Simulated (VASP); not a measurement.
# Which native defect does TiSi2 form most easily?, part 7 of 7

Aim: formation energies of the vacancies and antisites of TiSi2, in the two limits of its composition. The start is a computed cell from the Materials Project.

VASP 6.6.1, plane waves and PAW; the level of theory is named at each step.

So far, formation energy of the neutral defect (eV): step 7 (this defect's formation energies, 35 atoms, defect vacancy, element Ti) 3.04; step 9 (this defect's formation energies, 35 atoms, defect vacancy, element Si) 1.59; step 11 (energies of this defect, 36 atoms, defect substitution, element Si) 1.18.

**12. The defect cell, 36 atoms, defect Si on the Ti site**

This step: LDA; plane waves and PAW (Si, Ti) (VASP 6.6.1).

System of this step: Ti11Si25. The cell holds 36 atoms: 25 Si and 11 Ti. Cell: a = 7.709 Å, b = 7.709 Å, c = 10.460 Å, α = 76.9°, β = 76.9°, γ = 118.4°. It derives from TiSi2. Nearest the centre at fractional (0.523, 0.727, 0.125): Si1 at 0.00 Å, Si20 at 2.55 Å, Si22 at 2.55 Å, Si21 at 2.55 Å, Si25 at 2.55 Å, Si4 at 2.63 Å, Si7 at 2.63 Å, Si8 at 2.63 Å.

File INCAR:

```
SYSTEM = Ti11Si25
PREC = Normal
ENCUT = 300
EDIFF = 1E-05
NELM = 120
ISMEAR = 1
SIGMA = 0.2
LREAL = Auto
ALGO = Fast
GGA = CA
NBANDS = 104
LASPH = .TRUE.
LORBIT = 11
LWAVE = .FALSE.
LCHARG = .TRUE.
KPAR = 4
NCORE = 2
IBRION = 2
NSW = 50
ISIF = 2
EDIFFG = -0.03
POTIM = 0.4
MAXMIX = 40
ISYM = 2
```

File POSCAR:

```
Ti11Si25
1.0
    1.7433413960      6.6223680439      3.5401535013
    1.7433413960     -6.6223680439      3.5401535013
   10.4600483760      0.0000000000      0.0000000000
Si Ti
25 11
Direct
    0.5226799000      0.7273201000      0.1250000000
    0.8745008300      0.3754991700      0.1250000000
    0.8745008300      0.3754991700      0.4583333300
    0.3745008300      0.8754991700      0.2916666700
    0.8745008300      0.3754991700      0.7916666700
    0.3745008300      0.8754991700      0.6250000000
    0.3745008300      0.8754991700      0.9583333300
    0.6254991700      0.1245008300      0.0416666700
    0.6254991700      0.1245008300      0.3750000000
    0.1254991700      0.6245008300      0.2083333300
    0.6254991700      0.1245008300      0.7083333300
    0.1254991700      0.6245008300      0.5416666700
    0.1254991700      0.6245008300      0.8750000000
    0.1847297800      0.0652702200      0.1250000000
    0.1847297800      0.0652702200      0.4583333300
    0.6847297800      0.5652702200      0.2916666700
    0.1847297800      0.0652702200      0.7916666700
    0.6847297800      0.5652702200      0.6250000000
    0.6847297800      0.5652702200      0.9583333300
    0.3152702200      0.4347297800      0.0416666700
    0.3152702200      0.4347297800      0.3750000000
    0.8152702200      0.9347297800      0.2083333300
    0.3152702200      0.4347297800      0.7083333300
    0.8152702200      0.9347297800      0.5416666700
    0.8152702200      0.9347297800      0.8750000000
    0.5226799000      0.7273201000      0.4583333300
    0.0226799000      0.2273201000      0.2916666700
    0.5226799000      0.7273201000      0.7916666700
    0.0226799000      0.2273201000      0.6250000000
    0.0226799000      0.2273201000      0.9583333300
    0.9773201000      0.7726799000      0.0416666700
    0.9773201000      0.7726799000      0.3750000000
    0.4773201000      0.2726799000      0.2083333300
    0.9773201000      0.7726799000      0.7083333300
    0.4773201000      0.2726799000      0.5416666700
    0.4773201000      0.2726799000      0.8750000000
```

File KPOINTS:

```
Automatic mesh
0
Gamma
4 4 3
0 0 0
```

The projector-augmented-wave data sets are Si and Ti (LDA family, release 64).

The run is started by

```sh
$ mpirun -np 8 vasp_std
```

Log:

```text
[banner, memory and clock lines left out]
running    8 mpi-ranks, on    1 nodes
[...]
LDA part: xc-table for (Slater(with rela. corr.)+CA(PZ))
 , standard interpolation
 POSCAR, INCAR and KPOINTS ok, starting setup
[...]
entering main loop
       N       E                     dE             d eps       ncg     rms          rms(c)
DAV:   1     0.632256099341E+03    0.63226E+03   -0.34047E+04  3536   0.785E+02
DAV:   2    -0.162632910142E+03   -0.79489E+03   -0.75021E+03  3536   0.237E+02
DAV:   3    -0.276349556412E+03   -0.11372E+03   -0.10790E+03  4960   0.813E+01
DAV:   4    -0.281384857484E+03   -0.50353E+01   -0.49529E+01  4656   0.183E+01
[...]
RMM:  18    -0.262251379042E+03   -0.53648E-04   -0.77955E-04  3611   0.485E-02    0.616E-02
RMM:  19    -0.262251374507E+03    0.45352E-05   -0.10459E-04  3139   0.324E-02    0.374E-02
RMM:  20    -0.262251377194E+03   -0.26876E-05   -0.45203E-05  2855   0.137E-02
   1 F= -.26225138E+03 E0= -.26225166E+03  d E =-.262251E+03
[... from here on, the cycles between the ionic steps are left out ...]
   2 F= -.26228189E+03 E0= -.26228241E+03  d E =-.305116E-01
   3 F= -.26229855E+03 E0= -.26229948E+03  d E =-.471757E-01
   5 F= -.26231083E+03 E0= -.26231166E+03  d E =-.122764E-01
   7 F= -.26231335E+03 E0= -.26231417E+03  d E =-.245969E-02
   9 F= -.26231423E+03 E0= -.26231503E+03  d E =-.619610E-03
  11 F= -.26231460E+03 E0= -.26231538E+03  d E =-.290256E-03
  13 F= -.26231496E+03 E0= -.26231572E+03  d E =-.266810E-03
  15 F= -.26231501E+03 E0= -.26231564E+03  d E =-.322105E-03
  17 F= -.26231570E+03 E0= -.26231638E+03  d E =-.142000E-03
  19 F= -.26231697E+03 E0= -.26231759E+03  d E =-.141163E-02
  21 F= -.26231773E+03 E0= -.26231810E+03  d E =-.216762E-02
  23 F= -.26231960E+03 E0= -.26232007E+03  d E =-.944543E-03
  25 F= -.26231968E+03 E0= -.26231989E+03  d E =-.102300E-02
  27 F= -.26232187E+03 E0= -.26232217E+03  d E =-.320564E-02
  29 F= -.26232486E+03 E0= -.26232499E+03  d E =-.299673E-02
  30 F= -.26232492E+03 E0= -.26232504E+03  d E =-.608054E-04
 trial-energy change:   -0.000061  1 .order   -0.000579   -0.000832   -0.000327
 step:   2.1583(harm=  2.1583)  dis= 0.00336  next Energy=  -262.325547 (dE=-0.685E-03)
 reached required accuracy - stopping structural energy minimisation
```

Elapsed: 8.4 min, on 8 MPI ranks of AMD EPYC 7R43, shared host; peak memory 1.9 GiB.

Parts of OUTCAR (step 12):

```text
  Total        4.8213574      5.8346430      2.6555649      0.0000000      0.0000000     -0.0735690
  in kB       15.7500091     19.0601262      8.6749784      0.0000000      0.0000000     -0.2403291
  external PRESSURE =      14.4950379 kB  Pullay stress =       0.0000000 kB

 POSITION                                       TOTAL-FORCE (eV/Angst)
 -----------------------------------------------------------------------------------
      3.48668     -1.56068      4.42519         0.000000      0.017453      0.000000
      3.48668      3.32305      4.42519        -0.000000      0.009315      0.000000
      6.98515      3.32035      4.42722         0.003537     -0.007564     -0.016121
      5.28289     -3.34511      4.43307        -0.007858     -0.000559     -0.000222
     10.44827      3.32035      4.42316        -0.003537     -0.007564      0.016121
      8.71671     -3.32118      4.42519        -0.000000      0.002455      0.000000
     12.15052     -3.34511      4.41731         0.007858     -0.000559      0.000222
      1.73481      3.30646      2.68426        -0.001716      0.011051      0.010060
      5.24585      3.32546      2.66746         0.001718     -0.003737     -0.003007
      3.49521     -3.31591      2.62597         0.001716      0.011051     -0.010060
      8.70823      3.33189      2.65340         0.004498     -0.007842     -0.003613
      6.98185     -3.29047      2.65683        -0.004498     -0.007842      0.003613
     10.44422     -3.29691      2.64277        -0.001718     -0.003737      0.003007
      1.74334      0.74042      0.88504        -0.000000      0.017217      0.000000
[...]
-----------------------------------------------------------------------------------
    total drift:                               -0.000000     -0.026558     -0.000000

  FREE ENERGIE OF THE ION-ELECTRON SYSTEM (eV)
  ---------------------------------------------------
  free  energy   TOTEN  =      -262.3249231152 eV

  energy  without entropy=     -262.3252728692  energy(sigma->0) =     -262.32503970

[... 3 parts as in an earlier step ...]

[... 1 further part left out ...]
[key lines of the parts left out:]
E-fermi :   8.8710
```

The steps of the relaxation (22 of 30):

```
step  energy less that of the first step (eV)  largest force (eV/Å)
   1                                   0.0000                0.3156
   2                                  -0.0305                0.1854
   4                                  -0.0563                0.1085
   5                                  -0.0595                0.0682
   7                                  -0.0620                0.0402
   8                                  -0.0622                0.0371
   9                                  -0.0629                0.0348
  11                                  -0.0632                0.0364
  12                                  -0.0633                0.0380
  13                                  -0.0636                0.0397
  15                                  -0.0636                0.0715
  16                                  -0.0642                0.0650
  18                                  -0.0648                0.0647
  19                                  -0.0656                0.0675
  20                                  -0.0669                0.0636
  22                                  -0.0673                0.0649
  23                                  -0.0682                0.0626
  24                                  -0.0701                0.0578
  26                                  -0.0704                0.0578
  27                                  -0.0705                0.0601
  29                                  -0.0735                0.0371
  30                                  -0.0735                0.0182
```

The atoms that moved most (Å):

```csv
atom,dx,dy,dz,length
Si1,0.000,-0.205,0.000,0.205
Si4,0.053,-0.027,0.008,0.060
Si7,-0.053,-0.027,-0.008,0.060
Si20,0.044,-0.010,0.038,0.059
Si22,-0.044,-0.010,-0.038,0.059
Si14,0.000,-0.051,0.000,0.051
Si21,-0.031,0.003,0.029,0.043
Si25,0.031,0.003,-0.029,0.043
```

Final coordinates:

```cif
data_structure
_symmetry_space_group_name_H-M 'P 1'
_symmetry_Int_Tables_number 1
_cell_length_a 7.7089
_cell_length_b 7.7089
_cell_length_c 10.4600
_cell_angle_alpha 76.930
_cell_angle_beta 76.930
_cell_angle_gamma 118.420
_cell_volume 490.45
loop_
_atom_site_label
_atom_site_type_symbol
_atom_site_fract_x
_atom_site_fract_y
_atom_site_fract_z
_atom_site_occupancy
Si1 Si 0.50717 0.74283 0.12500 1
Si2 Si 0.87590 0.37410 0.12500 1
Si3 Si 0.87598 0.37459 0.45936 1
Si4 Si 0.37355 0.87867 0.29635 1
Si5 Si 0.87541 0.37402 0.79064 1
Si6 Si 0.37425 0.87575 0.62500 1
Si7 Si 0.37133 0.87645 0.95365 1
Si8 Si 0.62876 0.12947 0.03948 1
Si9 Si 0.62782 0.12567 0.37593 1
Si10 Si 0.12053 0.62124 0.21052 1
Si11 Si 0.62632 0.12319 0.70760 1
Si12 Si 0.12681 0.62368 0.54240 1
Si13 Si 0.12433 0.62218 0.87407 1
Si14 Si 0.18090 0.06910 0.12500 1
Si15 Si 0.18594 0.06665 0.45874 1
Si16 Si 0.68744 0.56336 0.29054 1
Si17 Si 0.18335 0.06406 0.79126 1
Si18 Si 0.68598 0.56402 0.62500 1
Si19 Si 0.68664 0.56256 0.95946 1
Si20 Si 0.31980 0.44080 0.04408 1
Si21 Si 0.31966 0.43866 0.37062 1
Si22 Si 0.80920 0.93020 0.20592 1
Si23 Si 0.31636 0.43274 0.70771 1
Si24 Si 0.81726 0.93364 0.54229 1
Si25 Si 0.81134 0.93034 0.87938 1
Ti26 Ti 0.52423 0.72832 0.45972 1
Ti27 Ti 0.02148 0.22466 0.29262 1
Ti28 Ti 0.52168 0.72577 0.79028 1
Ti29 Ti 0.02445 0.22555 0.62500 1
Ti30 Ti 0.02534 0.22852 0.95738 1
Ti31 Ti 0.98205 0.77363 0.04066 1
Ti32 Ti 0.97895 0.77289 0.37556 1
Ti33 Ti 0.47637 0.26795 0.20934 1
Ti34 Ti 0.97739 0.77104 0.70785 1
Ti35 Ti 0.47896 0.27261 0.54215 1
Ti36 Ti 0.47711 0.27105 0.87444 1
```

The run ended after 30 ionic steps, 0.074 eV below its first step, once the forces on the free atoms met EDIFFG = -0.03.

The 10 first neighbours (Si) lie 2.62 Å from the site on average (2.55 to 2.77) in the perfect crystal and 2.62 Å on average from the atom on it after the relaxation (-0.2 %, spread from 2.51 to 2.95 Å).

**13. This defect's formation energies, 36 atoms, defect substitution, element Ti**

This step: point defect, LDA; plane waves and PAW (VASP 6.6.1).

This step runs nothing: it gathers the runs above.

Formation energy:

```csv
formation energy (eV),largest move (Å)
4.608,0.2055
```

The formation energy is the energy of the relaxed defect cell less that of the perfect cell, with each removed atom booked to its reference and each added atom taken from it.

References, in eV an atom: Si -5.958 (crystal Fd-3m) and Ti -8.531 (crystal P6_3/mmc). They were run at the supercell's cutoff and functional, without U, and count both elements from their own phases.

The formation energy is 4.608 eV, and the largest move of an atom 0.21 Å.

**14. All defects in both limits**

This step: native point defects, LDA; plane waves and PAW (VASP 6.6.1).

This step runs nothing: it gathers the runs above.

Neutral cells; the limits come from the host's formation enthalpy alone. Formation energies:

| defect | charge | formation energy, Ti-rich (eV) | formation energy, Si-rich (eV) | moment (μB) |
| --- | --- | --- | --- | --- |
| Ti vacancy | 0 | 3.037 | 1.024 | no spin |
| Si vacancy | 0 | 0.585 | 1.591 | no spin |
| Ti on the Si site | 0 | 0.172 | 3.191 | 1.34e-4 |
| Si on the Ti site | 0 | 5.614 | 2.595 | no spin |

**15. Outcome**

| Quantity | Value |
| --- | --- |
| host formation enthalpy | -0.671 eV/atom |

In the Ti-rich limit the cheapest defect is the Ti on the Si site, at 0.17 eV. In the Si-rich limit the cheapest defect is the Ti vacancy, at 1.02 eV. The supercell of 36 atoms is small. Potential shifts are not applied, only the charges listed were run, and a negative energy means that the Fermi level can't reach that place or the limit lies outside the host's range, or that the host's structure gives way. Each defect was run on one site, no other kinds were tried, and all belong to one structure, the phase of space group Cmcm. The limits are set by the pure elements; where other compounds of the two lie between, the true range is narrower and the order of defects can differ.

[Lines on the potential files, build, host, timing and source positions are cut from VASP's logs without a mark.]

[Logs are printed without paths, hosts, clocks, repeated set-up lines and the standing remarks that a program may print on its own settings, such as how far it seeks lower states.]

[Hosts, paths, dates, database ids (printed as entryN), source tags and the programs' standing remarks are cut or masked in the printed files.]

[In band tables of VASP the shares of atoms and orbitals are scaled to a sum of 1 inside the atoms' spheres.]

[Runs that stopped without an error message from VASP are left out.]
